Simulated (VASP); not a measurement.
The system is Ge.

```
Ge
1.0
     0.00000    2.83700    2.83700
     2.83700    0.00000    2.83700
     2.83700    2.83700    0.00000
Ge
2
Direct
  0.00000 0.00000 0.00000
  0.25000 0.25000 0.25000
```

Base run:

```yaml
Program: VASP 6.6.1
Functional: TB-mBJ
Potentials_or_basis: VASP PAW PBE potentials, release 64 (Ge_d)
Cutoff: 520 eV
k_mesh: 10 × 10 × 10
Occupations: gaussian, width 0.03 eV
Spin: no spin polarisation
```

Its results: band gap on the k mesh 0.68 eV, direct.

Task: The run is repeated on the same cell with these changes: functional from TB-mBJ to r2SCAN. What comes out?

Result: Band gap on the k mesh 0.32 eV, direct.
